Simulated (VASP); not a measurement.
**CaMg: single point with LDA**

CaMg:

```
Ca Mg
1.0
     3.62464    0.00000    0.00000
     0.00000    3.62464    0.00000
     0.00000    0.00000    3.86162
Ca Mg
1 1
Direct
  0.00000 0.00000 0.50000
  0.50000 0.50000 0.00000
```

The cell comes from a database or a generator and needn't be the stable form of this composition.

The cell isn't the ideal one: strain -0.1000 x Voigt [1, 1, 0, 0, 0, 0], atoms carried along.

```
Program                : VASP 6.6.1
Task                   : single point
Functional             : LDA
Potentials or basis    : VASP PAW LDA potentials, release 64 (Ca_sv, Mg)
Cutoff                 : 520 eV
k mesh                 : 12 × 12 × 12
Occupations            : gaussian, width 0.15 eV
Spin                   : no spin polarisation
Dipole correction      : no
Further INCAR settings : ALGO = Normal; EDIFF = 1e-07; NBANDS = 13
```

- Pressure: 4.4 GPa
- Band gap on the k mesh: none (metal or under the smearing width)

Stress tensor (GPa, compression positive):
```
4.54 0.00 0.00
0.00 4.54 0.00
0.00 0.00 4.03
```

Levels at points of the mesh, in eV from the Fermi level:
| k point | band 4 | band 5 | band 6 | band 7 | band 8 | band 9 |
| --- | --- | --- | --- | --- | --- | --- |
| (0.00, 0.00, 0.00) | -21.81 | -5.64 | 0.73 | 0.91 | 4.02 | 4.21 |
| (0.50, 0.00, 0.00) | -21.79 | -2.86 | -2.58 | 1.78 | 2.02 | 2.70 |
| (0.50, 0.50, 0.00) | -21.80 | -1.92 | 0.04 | 0.04 | 0.52 | 2.76 |
| (0.00, 0.00, 0.50) | -21.80 | -3.26 | -2.78 | 1.64 | 2.70 | 2.70 |
| (0.50, 0.00, 0.50) | -21.78 | -2.17 | -0.30 | -0.14 | 0.30 | 3.14 |
| (0.50, 0.50, 0.50) | -21.89 | -0.58 | -0.51 | -0.51 | 2.19 | 3.28 |

It took 37 s on 1 thread of Intel(R) Xeon(R) 6975P-C (Granite Rapids), on a shared host, peak memory 0.26 GiB.
